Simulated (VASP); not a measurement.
## InP: what moves the LDA gap besides the functional

Aim: test what besides the functional moves the gap of InP. The starting structure is a measured crystal structure from the Crystallography Open Database. Cell and atoms stay as given unless a step says otherwise.

Calculated with VASP 6.6.1; Kohn-Sham DFT with plane waves and PAW; LDA.

## Step 1: The starting structure

It takes space group F-43m (No. 216, cubic). Conventional cell: a = 5.869 Å, b = 5.869 Å, c = 5.869 Å, α = 90.00°, β = 90.00°, γ = 90.00°. Nearest to In lie 4 P at 2.54 Å. P has 4 In at 2.54 Å nearest. Farther neighbours are not listed.

## Step 2: Reference bands

File INCAR:

```
SYSTEM = InP
PREC = Accurate
ENCUT = 350
EDIFF = 1E-06
NELM = 100
ISMEAR = 0
SIGMA = 0.03
LREAL = .FALSE.
ALGO = Normal
GGA = CA
NBANDS = 21
LORBIT = 11
LWAVE = .FALSE.
LCHARG = .FALSE.
KPAR = 4
```

File POSCAR:

```
InP
1.0
    0.0000000000      2.9343500000      2.9343500000
    2.9343500000      0.0000000000      2.9343500000
    2.9343500000      2.9343500000      0.0000000000
In P
1 1
Direct
    0.0000000000      0.0000000000      0.0000000000
    0.7500000000      0.7500000000      0.7500000000
```

File KPOINTS:

```
Automatic mesh
0
Gamma
6 6 6
0 0 0
```

File KPOINTS_OPT:

```
Line mode
10
Line-mode
Reciprocal
  0.00000000   0.00000000   0.00000000 GAMMA
  0.50000000   0.00000000   0.50000000 X

  0.50000000   0.00000000   0.50000000 X
  0.50000000   0.25000000   0.75000000 W

  0.50000000   0.25000000   0.75000000 W
  0.37500000   0.37500000   0.75000000 K

  0.37500000   0.37500000   0.75000000 K
  0.00000000   0.00000000   0.00000000 GAMMA

  0.00000000   0.00000000   0.00000000 GAMMA
  0.50000000   0.50000000   0.50000000 L

  0.50000000   0.50000000   0.50000000 L
  0.62500000   0.25000000   0.62500000 U

  0.62500000   0.25000000   0.62500000 U
  0.50000000   0.25000000   0.75000000 W

  0.50000000   0.25000000   0.75000000 W
  0.50000000   0.50000000   0.50000000 L

  0.50000000   0.50000000   0.50000000 L
  0.37500000   0.37500000   0.75000000 K

  0.62500000   0.25000000   0.62500000 U
  0.50000000   0.00000000   0.50000000 X
```

The projector-augmented-wave data sets are In_d and P (LDA family, release 64).

The run is started by

```sh
mpirun -np 4 vasp_std
```

The log of the run:

```text
[banner, memory and clock lines left out]
running    4 mpi-ranks, on    1 nodes
 distrk:  each k-point on    1 cores,    4 groups
 distr:  one band on    1 cores,    1 groups

 POSCAR found type information on POSCAR InP
 POSCAR found :  2 types and       2 ions
 LDA part: xc-table for (Slater(with rela. corr.)+CA(PZ))
 , standard interpolation
 POSCAR, INCAR and KPOINTS ok, starting setup
 FFT: planning ... GRIDC
 FFT: planning ... GRID_SOFT
 FFT: planning ... GRID
 WAVECAR not read
 entering main loop
       N       E                     dE             d eps       ncg     rms          rms(c)
DAV:   1     0.113856249162E+03    0.11386E+03   -0.60792E+03   687   0.718E+02
DAV:   2    -0.260845436237E+00   -0.11412E+03   -0.10604E+03   712   0.240E+02
DAV:   3    -0.983136377378E+01   -0.95705E+01   -0.94887E+01   827   0.668E+01
DAV:   4    -0.100805025955E+02   -0.24914E+00   -0.24892E+00   831   0.105E+01
DAV:   5    -0.100915093761E+02   -0.11007E-01   -0.11006E-01   984   0.210E+00    0.579E+00
DAV:   6    -0.970248054829E+01    0.38903E+00   -0.38553E-01  1059   0.945E+00    0.334E+00
DAV:   7    -0.965894756001E+01    0.43533E-01   -0.87167E-02   983   0.211E+00    0.121E+00
DAV:   8    -0.965347163826E+01    0.54759E-02   -0.11036E-02   889   0.884E-01    0.289E-01
DAV:   9    -0.965339162695E+01    0.80011E-04   -0.70360E-04   871   0.186E-01    0.158E-01
DAV:  10    -0.965341136831E+01   -0.19741E-04   -0.11367E-04   981   0.160E-01    0.733E-02
DAV:  11    -0.965341445611E+01   -0.30878E-05   -0.26687E-05   966   0.632E-02    0.243E-02
DAV:  12    -0.965341306497E+01    0.13911E-05   -0.22525E-06   809   0.105E-02    0.575E-03
DAV:  13    -0.965341310252E+01   -0.37558E-07   -0.36939E-07   441   0.343E-03
   1 F= -.96534131E+01 E0= -.96534131E+01  d E =-.268977E-15
 Start KPOINTS_OPT (optional k-point list driver)
k-point batch [1-16\100]
       N       E                     dE             ncg
DAV:   1     0.613454370849E+03   -0.50849E+04      703
DAV:   2    -0.123378919495E+04   -0.18472E+04      717
DAV:   3    -0.138733881440E+04   -0.15355E+03      812
DAV:   4    -0.139140811468E+04   -0.40693E+01      821
DAV:   5    -0.139161953308E+04   -0.21142E+00      961
DAV:   6    -0.139162283715E+04   -0.33041E-02      855
DAV:   7    -0.139162295791E+04   -0.12077E-03      980
DAV:   8    -0.139162295901E+04   -0.10935E-05      680
DAV:   9    -0.139162295907E+04   -0.66753E-07      524
[...]
k-point batch [97-100\100]
       N       E                     dE             ncg
DAV:   1     0.638019406272E+04   -0.19189E+04      173
DAV:   2     0.593049982947E+04   -0.44969E+03      189
DAV:   3     0.589578989172E+04   -0.34710E+02      227
DAV:   4     0.589495060448E+04   -0.83929E+00      188
DAV:   5     0.589490848565E+04   -0.42119E-01      256
DAV:   6     0.589490743713E+04   -0.10485E-02      191
DAV:   7     0.589490740841E+04   -0.28727E-04      264
DAV:   8     0.589490740815E+04   -0.25505E-06      166
```

Run time: 6.2 s. Hardware: 4 MPI ranks of Intel Xeon 6975P-C (Granite Rapids), shared host; peak memory 0.54 GiB; 23 s of CPU time.

The logs omit lines about the potential files and the build; timing stands in the text.

Parts of OUTCAR (step 2):

```text
ion  position               nearest neighbor table
   1  0.000  0.000  0.000-   2 2.54   2 2.54   2 2.54   2 2.54
   2  0.750  0.750  0.750-   1 2.54   1 2.54   1 2.54   1 2.54

  LATTYP: Found a face centered cubic cell.
 ALAT       =     5.8687000000

 Subroutine GETGRP returns: Found 24 space group operations
 (whereof 24 operations were pure point group operations)

The static configuration has the point symmetry T_d .

 Found     16 irreducible k-points:

   k-points           NKPTS =     16   k-points in BZ     NKDIM =     16   number of bands    NBANDS=     21

   dimension x,y,z NGX =    28 NGY =   28 NGZ =   28
   dimension x,y,z NGXF=    56 NGYF=   56 NGZF=   56

   ENCUT  =  350.0 eV  25.72 Ry    5.07 a.u.   6.33  6.33  6.33*2*pi/ulx,y,z

   NELECT =      18.0000    total number of electrons

 k-points in reciprocal lattice and weights: Automatic mesh
   0.00000000  0.00000000  0.00000000       0.005
   0.16666667  0.00000000  0.00000000       0.037
   0.33333333  0.00000000  0.00000000       0.037
   0.50000000  0.00000000  0.00000000       0.019
   0.16666667  0.16666667  0.00000000       0.028
   0.33333333  0.16666667  0.00000000       0.111
   0.50000000  0.16666667  0.00000000       0.111
  -0.33333333  0.16666667  0.00000000       0.111
  -0.16666667  0.16666667  0.00000000       0.056
[...]
-0.33333333  0.33333333  0.16666667       0.111
  -0.33333333  0.50000000  0.16666667       0.056

 average (electrostatic) potential at core
       1 -95.2659       2 -84.0389

 E-fermi :   5.1304

 k-point     1 :       0.0000    0.0000    0.0000
  band No.  band energies     occupation
    ...
      5      -9.0551      2.00000
      6      -6.5470      2.00000
      7       4.9731      2.00000
      8       4.9731      2.00000
      9       4.9731      2.00000
     10       5.4581      0.00000
     11       8.9309      0.00000
     12       8.9309      0.00000
     13       8.9309      0.00000
     14      13.2310      0.00000
    ...

 k-point     2 :       0.1667    0.0000    0.0000
  band No.  band energies     occupation
    ...
      5      -9.0548      2.00000
      6      -6.2330      2.00000
      7       2.7225      2.00000
      8       4.6621      2.00000
      9       4.6621      2.00000
     10       6.5967      0.00000
     11       9.3159      0.00000
     12       9.3750      0.00000
     13       9.3750      0.00000
     14      13.5322      0.00000
    ...

 k-point     3 :       0.3333    0.0000    0.0000
  band No.  band energies     occupation
    ...
      5      -9.0485      2.00000
      6      -5.4187      2.00000
      7       0.3361      2.00000
      8       4.1839      2.00000
      9       4.1839      2.00000
     10       6.4406      0.00000
     11       9.7244      0.00000
     12       9.7244      0.00000
     13      11.0558      0.00000
     14      13.6065      0.00000
    ...

  Total       -0.5317777     -0.5317777     -0.5317777     -0.0000000     -0.0000000     -0.0000000
  in kB      -16.8606739    -16.8606739    -16.8606739     -0.0000000     -0.0000000     -0.0000000
  external PRESSURE =     -16.8606739 kB  Pullay stress =       0.0000000 kB

  energy-cutoff  :      350.00
  volume of cell :       50.53
      direct lattice vectors                 reciprocal lattice vectors
     0.000000000  2.934350000  2.934350000    -0.170395488  0.170395488  0.170395488
     2.934350000  0.000000000  2.934350000     0.170395488 -0.170395488  0.170395488
     2.934350000  2.934350000  0.000000000     0.170395488  0.170395488 -0.170395488

 POSITION                                       TOTAL-FORCE (eV/Angst)
 -----------------------------------------------------------------------------------
      0.00000      0.00000      0.00000        -0.000000     -0.000000     -0.000000
      4.40152      4.40152      4.40152         0.000000      0.000000      0.000000
 -----------------------------------------------------------------------------------
    total drift:                               -0.000000     -0.000000      0.000000

  FREE ENERGIE OF THE ION-ELECTRON SYSTEM (eV)
  ---------------------------------------------------
  free  energy   TOTEN  =        -9.6534131025 eV

  energy  without entropy=       -9.6534131025  energy(sigma->0) =       -9.65341310

 total charge
# of ion       s       p       d       tot
------------------------------------------
    1        0.843   0.781   9.894  11.518
    2        1.034   1.484   0.000   2.517
--------------------------------------------------
tot          1.877   2.264   9.894  14.035

[... 3 further parts left out ...]
```

Spin-orbit coupling is off here; with elements this heavy it can split and shift levels by tenths of an eV.

The reference gap is 0.485 eV.

## Step 3: Bands with cell and atoms relaxed by LDA

Against step 2 the input has another starting structure. The cell comes from a relaxation at this level, not shown (49.50 Å³).

INCAR is that of step 2.

File POSCAR:

```
InP
1.0
    0.0000000000      2.9142283262      2.9142283262
    2.9142283262      0.0000000000      2.9142283262
    2.9142283262      2.9142283262      0.0000000000
In P
1 1
Direct
    0.0000000000      0.0000000000      0.0000000000
    0.7500000000      0.7500000000      0.7500000000
```

KPOINTS is that of step 2.

KPOINTS_OPT is that of step 2.

The run is started by

```sh
mpirun -np 4 vasp_std
```

The log of the run:

```text
[... set-up lines as in an earlier step ...]
 entering main loop
       N       E                     dE             d eps       ncg     rms          rms(c)
DAV:   1     0.109988498888E+03    0.10999E+03   -0.62238E+03   680   0.718E+02
DAV:   2    -0.145499104964E+01   -0.11144E+03   -0.10398E+03   723   0.223E+02
DAV:   3    -0.988402136451E+01   -0.84290E+01   -0.83580E+01   834   0.633E+01
DAV:   4    -0.100963614753E+02   -0.21234E+00   -0.21217E+00   821   0.981E+00
[...]
DAV:  11    -0.965807295926E+01   -0.14587E-05   -0.30141E-05   963   0.657E-02    0.265E-02
DAV:  12    -0.965807143817E+01    0.15211E-05   -0.25595E-06   819   0.107E-02    0.605E-03
DAV:  13    -0.965807147770E+01   -0.39536E-07   -0.39816E-07   459   0.374E-03
   1 F= -.96580715E+01 E0= -.96580715E+01  d E =-.285049E-26
 Start KPOINTS_OPT (optional k-point list driver)
k-point batch [1-16\100]
       N       E                     dE             ncg
DAV:   1     0.665076910511E+03   -0.57413E+04      690
DAV:   2    -0.118580563976E+04   -0.18509E+04      735
DAV:   3    -0.133546827065E+04   -0.14966E+03      802
DAV:   4    -0.133943113395E+04   -0.39629E+01      849
DAV:   5    -0.133961527635E+04   -0.18414E+00      899
DAV:   6    -0.133962086435E+04   -0.55880E-02      913
DAV:   7    -0.133962096347E+04   -0.99123E-04      927
DAV:   8    -0.133962096542E+04   -0.19502E-05      782
DAV:   9    -0.133962096548E+04   -0.62196E-07      506
[...]
k-point batch [97-100\100]
       N       E                     dE             ncg
DAV:   1     0.621741954454E+04   -0.19390E+04      178
DAV:   2     0.578434962523E+04   -0.43307E+03      194
DAV:   3     0.574910263083E+04   -0.35247E+02      211
DAV:   4     0.574821276564E+04   -0.88987E+00      203
DAV:   5     0.574817167028E+04   -0.41095E-01      262
DAV:   6     0.574817130650E+04   -0.36378E-03      203
DAV:   7     0.574817129102E+04   -0.15488E-04      262
DAV:   8     0.574817129092E+04   -0.94166E-07      147
```

Elapsed: 7.8 s, on 4 MPI ranks; peak memory 0.55 GiB; 29 s of CPU time.

OUTCAR, selected parts (step 3):

```text
  Total       -0.0883869     -0.0883869     -0.0883869     -0.0000000      0.0000000     -0.0000000
  in kB       -2.8608670     -2.8608670     -2.8608670     -0.0000000      0.0000000     -0.0000000
  external PRESSURE =      -2.8608670 kB  Pullay stress =       0.0000000 kB

 POSITION                                       TOTAL-FORCE (eV/Angst)
 -----------------------------------------------------------------------------------
      0.00000      0.00000      0.00000         0.000000     -0.000000     -0.000000
      4.37134      4.37134      4.37134        -0.000000      0.000000      0.000000
 -----------------------------------------------------------------------------------
    total drift:                                0.000000      0.000000      0.000000

  FREE ENERGIE OF THE ION-ELECTRON SYSTEM (eV)
  ---------------------------------------------------
  free  energy   TOTEN  =        -9.6580714777 eV

  energy  without entropy=       -9.6580714777  energy(sigma->0) =       -9.65807148

[... 1 part as in an earlier step ...]

[... 2 further parts left out ...]
[key lines of the parts left out:]
E-fermi :   5.4209
```

With cell and atoms relaxed by LDA the gap is 0.597 eV, +0.112 eV from the reference.

## Step 4: Bands with no band path

Against step 2 the input has no band path (also changed: NBANDS).

Changes to INCAR since step 3:

```diff
@@ -10,3 +10,3 @@
 GGA = CA
-NBANDS = 21
+NBANDS = 15
 LORBIT = 11
```

File POSCAR:

```
InP
1.0
    0.0000000000      2.9343500000      2.9343500000
    2.9343500000      0.0000000000      2.9343500000
    2.9343500000      2.9343500000      0.0000000000
In P
1 1
Direct
    0.0000000000      0.0000000000      0.0000000000
    0.7500000000      0.7500000000      0.7500000000
```

KPOINTS is that of step 3.

The run is started by

```sh
mpirun -np 4 vasp_std
```

The log of the run:

```text
[... set-up lines as in an earlier step ...]
 entering main loop
       N       E                     dE             d eps       ncg     rms          rms(c)
DAV:   1     0.959630163776E+02    0.95963E+02   -0.67252E+03   494   0.973E+02
DAV:   2    -0.397475565605E+01   -0.99938E+02   -0.95448E+02   557   0.261E+02
DAV:   3    -0.993452844468E+01   -0.59598E+01   -0.59436E+01   606   0.685E+01
DAV:   4    -0.100856178772E+02   -0.15109E+00   -0.15105E+00   654   0.122E+01
[...]
DAV:  11    -0.965341538446E+01   -0.45940E-05   -0.23463E-05   748   0.758E-02    0.543E-02
DAV:  12    -0.965341316468E+01    0.22198E-05   -0.48271E-06   627   0.237E-02    0.117E-02
DAV:  13    -0.965341313138E+01    0.33300E-07   -0.31853E-07   359   0.336E-03
   1 F= -.96534131E+01 E0= -.96534131E+01  d E =-.719959E-24
```

It took 2.4 s on 4 MPI ranks; peak memory 0.5 GiB; 7.2 s of CPU time.

Parts of OUTCAR (step 4):

```text
  Total       -0.5322355     -0.5322355     -0.5322355      0.0000000      0.0000000      0.0000000
  in kB      -16.8751906    -16.8751906    -16.8751906      0.0000000      0.0000000      0.0000000
  external PRESSURE =     -16.8751906 kB  Pullay stress =       0.0000000 kB

  FREE ENERGIE OF THE ION-ELECTRON SYSTEM (eV)
  ---------------------------------------------------
  free  energy   TOTEN  =        -9.6534131314 eV

  energy  without entropy=       -9.6534131314  energy(sigma->0) =       -9.65341313

[... 2 parts as in an earlier step ...]

[... 2 further parts left out ...]
[key lines of the parts left out:]
E-fermi :   5.1791
```

With no band path the gap is 0.485 eV, +0.000 eV from the reference, read on the mesh alone.

## Step 5: Bands with a cutoff of 500 eV

Against step 2 the input has ENCUT = 500.

Changes to INCAR since step 4:

```diff
@@ -2,3 +2,3 @@
 PREC = Accurate
-ENCUT = 350
+ENCUT = 500
 EDIFF = 1E-06
@@ -10,3 +10,3 @@
 GGA = CA
-NBANDS = 15
+NBANDS = 21
 LORBIT = 11
```

POSCAR is that of step 4.

KPOINTS is that of step 4.

KPOINTS_OPT is that of step 3.

The run is started by

```sh
mpirun -np 4 vasp_std
```

The log of the run:

```text
[... set-up lines as in an earlier step ...]
 entering main loop
       N       E                     dE             d eps       ncg     rms          rms(c)
DAV:   1     0.127642121429E+03    0.12764E+03   -0.75881E+03   700   0.928E+02
DAV:   2     0.144710291562E+01   -0.12620E+03   -0.11604E+03   732   0.267E+02
DAV:   3    -0.975182825396E+01   -0.11199E+02   -0.11059E+02   794   0.734E+01
DAV:   4    -0.100797872710E+02   -0.32796E+00   -0.32765E+00   805   0.121E+01
[...]
DAV:  11    -0.965522367701E+01   -0.36598E-05   -0.28096E-05   953   0.656E-02    0.260E-02
DAV:  12    -0.965522214150E+01    0.15355E-05   -0.24923E-06   856   0.112E-02    0.609E-03
DAV:  13    -0.965522217794E+01   -0.36438E-07   -0.37746E-07   446   0.350E-03
   1 F= -.96552222E+01 E0= -.96552222E+01  d E =-.123890E-16
 Start KPOINTS_OPT (optional k-point list driver)
k-point batch [1-16\100]
       N       E                     dE             ncg
DAV:   1     0.835501253873E+03   -0.60420E+04      692
DAV:   2    -0.119205892071E+04   -0.20276E+04      702
DAV:   3    -0.138637144583E+04   -0.19431E+03      812
DAV:   4    -0.139240935550E+04   -0.60379E+01      823
DAV:   5    -0.139265943430E+04   -0.25008E+00      959
DAV:   6    -0.139266318931E+04   -0.37550E-02      871
DAV:   7    -0.139266329647E+04   -0.10716E-03      955
DAV:   8    -0.139266329774E+04   -0.12647E-05      733
DAV:   9    -0.139266329780E+04   -0.63721E-07      491
[...]
k-point batch [97-100\100]
       N       E                     dE             ncg
DAV:   1     0.760533513596E+04   -0.22565E+04      173
DAV:   2     0.711115745278E+04   -0.49418E+03      186
DAV:   3     0.707114790421E+04   -0.40010E+02      219
DAV:   4     0.706992189023E+04   -0.12260E+01      209
DAV:   5     0.706987369994E+04   -0.48190E-01      243
DAV:   6     0.706987309342E+04   -0.60652E-03      212
DAV:   7     0.706987306922E+04   -0.24205E-04      238
DAV:   8     0.706987306906E+04   -0.15823E-06      164
```

Run time: 11 s. Hardware: 4 MPI ranks; peak memory 0.61 GiB; 40 s of CPU time.

(Continued in part 2 of 2.)

[Lines on the potential files, build, host, timing and source positions are cut from VASP's logs without a mark.]

[Logs are printed without paths, hosts, clocks, repeated set-up lines and the standing remarks that a program may print on its own settings, such as how far it seeks lower states.]

[Hosts, paths, dates, database ids (printed as entryN), source tags and the programs' standing remarks are cut or masked in the printed files.]
